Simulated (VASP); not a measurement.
```
CELL_PARAMETERS angstrom
     -3.70520     3.70520     2.01708
      3.70520    -3.70520     2.01708
      3.70520     3.70520    -2.01708
ATOMIC_POSITIONS crystal
  Sr 0.75000 0.25000 0.50000
  Sr 0.00000 0.00000 0.00000
```

Calculation: r2SCAN meta-GGA, VASP's PBE PAW potentials (set 64) (plane waves; VASP). Run with 400 eV cut-off, 12×12×12 Γ-centred mesh, tetrahedra with Blöchl corrections, potentials Sr_sv.

### Question
What does the run give for the energy per atom (σ→0), band gap (over mesh and band path) with the smallest direct gap where there is one?

### Answer

band gap (over mesh and band path): none (metal, semimetal or under 0.01 eV)
energy per atom (σ→0): -14.850 eV/atom

The absolute energy has meaning only against runs of the same code, potentials and settings.

The structure was generated: Sr was put into the beta-Sn type (I4_1/amd), which need not be its known phase. It was relaxed first, which changed the volume by -6 %.
